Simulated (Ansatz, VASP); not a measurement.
# K6Sr5Si30P6O83 (glassy 73SiO2-12SrO-7K2O-7P2O5 (mol %)): VASP beside Ansatz, part 2 of 2

One calculation is typed for both programs; each brings its own data sets. How far apart do they land? Of the first pair: The structure shown is the start of the Ansatz relaxation below; VASP solves that cell, so the two are compared at the walk's first step.

VASP 6.6.1 and Ansatz 0.2.0.

So far. Step 3 (VASP: single point, PBE, start cell, pair 1): The run ends at a pressure of 3.86 GPa, with forces up to 3.8 eV/Å.

### Step 6. VASP: single point, PBE, relaxed cell, pair 2

Level of this step: PBE; plane waves and PAW (Si, Sr_sv, K_sv, P, O) (VASP).

The same cell, functional and mesh now go to VASP, with its own data sets.

The input, INCAR:

```
SYSTEM = K6Sr5Si30P6O83
PREC = Accurate
ENCUT = 600
EDIFF = 1E-06
NELM = 120
ISMEAR = 0
SIGMA = 0.01
LREAL = Auto
ALGO = Normal
GGA = PE
NBANDS = 480
LORBIT = 11
LWAVE = .FALSE.
LCHARG = .FALSE.
ISIF = 2
LASPH = .TRUE.
GGA_COMPAT = .FALSE.
EFERMI = MIDGAP
NCORE = 4
```

The input, POSCAR:

```
K6Sr5Si30P6O83
1.0
   12.4848490000     -0.3010450000     -0.3431950000
   -0.3010450000     12.2609340000     -0.0048230000
   -0.3431950000     -0.0048230000     12.6775230000
Si Sr K P O
30 5 6 6 83
Direct
    0.2465000000      0.6210900000      0.0688900000
    0.9274600000      0.4220100000      0.5787000000
    0.8981300000      0.6217400000      0.9162800000
    0.9356700000      0.3840200000      0.0075700000
    0.1715800000      0.0549800000      0.4955200000
    0.6677700000      0.5242100000      0.9063800000
    0.1778300000      0.3654400000      0.0313300000
    0.3120800000      0.3563700000      0.6334000000
    0.1520000000      0.2699500000      0.7988800000
    0.2772700000      0.6142600000      0.3208700000
    0.4094400000      0.9938700000      0.8732700000
    0.9772800000      0.9249700000      0.7283600000
    0.2069400000      0.0473700000      0.7411900000
    0.7422400000      0.5749600000      0.5127600000
    0.0546600000      0.5681400000      0.7479300000
    0.9005400000      0.5803400000      0.2575700000
    0.8028300000      0.0800600000      0.6774400000
    0.7485500000      0.4238900000      0.1295300000
    0.8734600000      0.7524200000      0.4310700000
    0.7075100000      0.4223900000      0.6885300000
    0.9339100000      0.1977900000      0.8522200000
    0.9512100000      0.9962700000      0.3986500000
    0.1021000000      0.9123700000      0.2401800000
    0.5218400000      0.2453600000      0.6974900000
    0.0250200000      0.7169900000      0.0941700000
    0.5717300000      0.9968000000      0.7040900000
    0.2467400000      0.8371300000      0.4394400000
    0.6814300000      0.0450400000      0.0455600000
    0.0737700000      0.4707300000      0.3937200000
    0.8355500000      0.2052400000      0.4736000000
[... 94 atom lines left out ...]
    0.2075800000      0.3302500000      0.7008400000
    0.5225000000      0.9702300000      0.8187100000
    0.3981400000      0.2598100000      0.6565800000
    0.6809400000      0.4621600000      0.0245600000
    0.4977000000      0.7058500000      0.5568000000
    0.4880700000      0.2963600000      0.0145200000
```

The input, KPOINTS:

```
Automatic mesh
0
Gamma
1 1 1
0 0 0
```

Potentials, in the order of the species: Si, Sr_sv, K_sv, P and O (PBE family, release 64).

Launch:

```bash
> mpirun -np 16 vasp_gam
```

Numbers of over 12 decimals in the logs are rounded to 6 here.

What it wrote:

```text
[... set-up lines as in an earlier step ...]
 entering main loop
       N       E                     dE             d eps       ncg     rms          rms(c)
DAV:   1     0.789486344676E+04    0.78949E+04   -0.47634E+05   960   0.173E+03
DAV:   2    -0.339653188286E+03   -0.82345E+04   -0.79038E+04  1176   0.415E+02
DAV:   3    -0.107407426912E+04   -0.73442E+03   -0.72869E+03  1184   0.131E+02
DAV:   4    -0.109784803306E+04   -0.23774E+02   -0.23670E+02  1224   0.242E+01
[...]
DAV:  18    -0.961646462701E+03    0.24331E-05   -0.52876E-05  1168   0.144E-02    0.137E-02
DAV:  19    -0.961646458914E+03    0.37868E-05   -0.87434E-06  1096   0.647E-03    0.582E-03
DAV:  20    -0.961646458271E+03    0.64322E-06   -0.44969E-06  1024   0.577E-03
   1 F= -.96164646E+03 E0= -.96164646E+03  d E =0.000000E+00
```

Parts of OUTCAR (step 6):

```text
  Total       -1.5213619     -2.2038209     -2.1768885      0.2048175      0.1214005     -0.1108343
  in kB       -1.2577168     -1.8219087     -1.7996436      0.1693235      0.1003624     -0.0916272
  external PRESSURE =      -1.6264230 kB  Pullay stress =       0.0000000 kB

 POSITION                                       TOTAL-FORCE (eV/Angst)
 -----------------------------------------------------------------------------------
      2.86690      7.54060      0.78576        -0.050850     -0.010186      0.036422
     11.25355      4.89224      7.01615         0.048094     -0.053871      0.014824
     10.71138      7.34832     11.30493        -0.022778      0.054315      0.006901
     11.56349      4.42673     -0.22700        -0.008670      0.015698      0.034759
[...]
2.67193      5.91690      0.68708         0.004498      0.005106      0.000296
     10.41343      8.16519      3.75790         0.015456     -0.026523     -0.001956
      9.84254      4.34488      7.95398         0.028010     -0.008001     -0.040763
      0.74296     11.77989      9.59673        -0.015677      0.012391     -0.011406
      5.43102      1.60794      2.23792         0.077040     -0.051280      0.039905
      0.25488      5.62553      6.49862        -0.023529      0.001438      0.033297
      7.25547      0.01361      1.48419        -0.027700      0.065887      0.054404
      7.75583      1.65485      3.32809        -0.087578      0.018842     -0.030686
      2.35607      0.93450      7.76355        -0.005034      0.000739      0.007273
[...]
-----------------------------------------------------------------------------------
    total drift:                                0.010074     -0.029428     -0.013536

  FREE ENERGIE OF THE ION-ELECTRON SYSTEM (eV)
  ---------------------------------------------------
  free  energy   TOTEN  =      -961.6464582710 eV

  energy  without entropy=     -961.6464582710  energy(sigma->0) =     -961.64645827

[... 1 part as in an earlier step ...]

[... 2 further parts left out ...]
[key lines of the parts left out:]
E-fermi :   3.4122
```

The run ends at a pressure of -0.16 GPa, with forces up to 0.15 eV/Å.

### Step 7. Side by side

What differs besides the data sets and the points named for the pairs above, as far as they apply: the cutoff is 420 eV in Ansatz and 600 eV in VASP (PREC = Accurate, projectors in real space). Total energies have different zeros and are not compared.

Compared:

| quantity | Ansatz | VASP | difference |
| --- | --- | --- | --- |
| pressure (GPa) | 0.00 | -0.16 | +0.17 |
| gap on the k mesh (eV) | 3.621 | 3.610 | +0.012 |

Forces on 7 of the 130 atoms, those with the largest forces and the largest differences (eV/Å; atoms numbered as in POSCAR):

| atom | Ansatz x, y, z | VASP x, y, z |
| --- | --- | --- |
| O64 | 0.010, -0.011, 0.006 | -0.053, 0.102, -0.053 |
| O71 | 0.002, -0.025, 0.000 | -0.087, -0.113, -0.005 |
| O88 | 0.006, 0.005, -0.001 | 0.080, 0.103, -0.020 |
| O103 | -0.018, 0.008, 0.008 | -0.146, -0.043, 0.017 |
| O114 | 0.010, -0.003, -0.009 | 0.105, -0.069, -0.053 |
| O117 | 0.038, -0.029, 0.013 | 0.030, -0.078, 0.114 |
| O123 | -0.003, -0.006, -0.003 | 0.055, 0.039, 0.108 |

The forces differ by 37 meV/Å r.m.s., where the r.m.s. force is 0.010 eV/Å in Ansatz and 0.038 eV/Å in VASP: the atoms lie near their places of rest in Ansatz, so a percentage would say little (all taken over all components). A gap on the mesh is an upper bound, since the band edges may lie between its points.

### Step 8. Summary of results

| Quantity | Value |
| --- | --- |
| r.m.s. force difference (single point, PBE, start cell, pair 1) | 4.3 % of the r.m.s. force |
| r.m.s. force difference (single point, PBE, relaxed cell, pair 2) | 37 meV/Å |

The r.m.s. force difference is 37 meV/Å (single point, PBE, relaxed cell, pair 2), beyond the 12 meV/Å picked in this series as the mark of a large difference. What causes the difference of the single point, PBE, start cell, pair 1 pair stays open here. What causes the difference of the single point, PBE, relaxed cell, pair 2 pair stays open here. Such differences can come from data sets, numerical settings and the points named under the comparisons, not from the functional's error against experiment.

[Lines on the potential files, build, host, timing and source positions are cut from VASP's logs without a mark.]

[Logs are printed without paths, hosts, clocks, repeated set-up lines and the standing remarks that a program may print on its own settings, such as how far it seeks lower states.]

[Hosts, paths, dates, database ids (printed as entryN), source tags and the programs' standing remarks are cut or masked in the printed files.]
